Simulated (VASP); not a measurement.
Output of a VASP run:

### OSZICAR
```
       N       E                     dE             d eps       ncg     rms          rms(c)
DAV:   1     0.356736213567E+02    0.35674E+02   -0.73865E+03   720   0.120E+03
DAV:   2    -0.323114078656E+02   -0.67985E+02   -0.61804E+02   984   0.190E+02
DAV:   3    -0.353881697910E+02   -0.30768E+01   -0.30612E+01   948   0.418E+01
DAV:   4    -0.354233238036E+02   -0.35154E-01   -0.35121E-01   880   0.517E+00
DAV:   5    -0.354239555006E+02   -0.63170E-03   -0.63153E-03   940   0.649E-01    0.124E+01
DAV:   6    -0.319759772966E+02    0.34480E+01   -0.98934E+00   876   0.199E+01    0.563E+00
DAV:   7    -0.318508635957E+02    0.12511E+00   -0.88921E-01   908   0.622E+00    0.239E+00
DAV:   8    -0.318235168981E+02    0.27347E-01   -0.50668E-02   828   0.163E+00    0.509E-01
DAV:   9    -0.318213702219E+02    0.21467E-02   -0.59267E-03   868   0.564E-01    0.128E-01
DAV:  10    -0.318214778568E+02   -0.10763E-03   -0.43314E-04   856   0.156E-01    0.512E-02
DAV:  11    -0.318214773777E+02    0.47913E-06   -0.43671E-05   852   0.542E-02    0.109E-02
DAV:  12    -0.318214776796E+02   -0.30195E-06   -0.20102E-06   676   0.111E-02
   1 F= -.31821478E+02 E0= -.31821478E+02  d E =-.318215E+02
```

File OUTCAR:
```
------------------------ aborting loop because EDIFF is reached ----------------------------------------
  FORCE on cell =-STRESS in cart. coord.  units (eV):
  Direction    XX          YY          ZZ          XY          YZ          ZX
  --------------------------------------------------------------------------------------
  Total        0.0234269      0.0234269     -0.0382120      0.0000000      0.0000000      0.0000000
  in kB        0.9061228      0.9061227     -1.4779888      0.0000000      0.0000000      0.0000000
  external PRESSURE =       0.1114189 kB  Pullay stress =       0.0000000 kB
  volume of cell :       41.42
      direct lattice vectors                 reciprocal lattice vectors
     3.077001565  0.000000000  0.000000000     0.324991710  0.187634068  0.000000000
    -1.538500783  2.664761280  0.000000000     0.000000000  0.375268137  0.000000000
     0.000000000  0.000000000  5.051881239     0.000000000  0.000000000  0.197946063
  FREE ENERGIE OF THE ION-ELECTRON SYSTEM (eV)
  ---------------------------------------------------
  free  energy   TOTEN  =       -31.8214776796 eV

  energy  without entropy=      -31.8214776796  energy(sigma->0) =      -31.82147768

 reached required accuracy - stopping structural energy minimisation
```
(Selected blocks of OUTCAR.)

**POSCAR**
```
SiC
1
    3.0770015652     0.0000000000     0.0000000000
   -1.5385007826     2.6647612800     0.0000000000
   -0.0000000000     0.0000000000     5.0518812388
Si C
2 2
Direct
  0.3333330000   0.6666670000   0.9996388467
  0.6666670000   0.3333330000   0.4996388467
  0.3333330000   0.6666670000   0.3753611533
  0.6666670000   0.3333330000   0.8753611533
```

**Question.** Reconstruct the remaining input files.

**Answer.** This is not unique; one that fits is the input of the run itself, PBEsol GGA, plane waves, VASP's PBE PAW potentials (set 64).

INCAR:
```
EDIFF  =  1E-6   ! SCF stop (eV)
SIGMA  =  0.05
ISIF  =  3   ! ions, shape and volume
SYSTEM  =  SiC
LWAVE  =  .False.
PREC  =  Accurate
LASPH  =  .True.   ! aspherical one-centre terms
ISMEAR  =  0   ! Gaussian
NSW  =  60
ENCUT  =  530
ALGO  =  Normal   ! blocked Davidson
LCHARG  =  .False.
GGA  =  PS   ! PBEsol
IBRION  =  2   ! conjugate gradients
NELM  =  100   ! most electronic steps
EDIFFG  =  -0.02   ! ionic stop
LREAL  =  .False.
```

KPOINTS:
```
Regular mesh
0
gamma
  8 8 4
```

POTCAR, in this order: Si C (PBE.64 set). Program: vasp_std.

The compound is SiC in the wurtzite structure, the rare 2H polytype. It was relaxed first. The start is the result of an earlier pass.
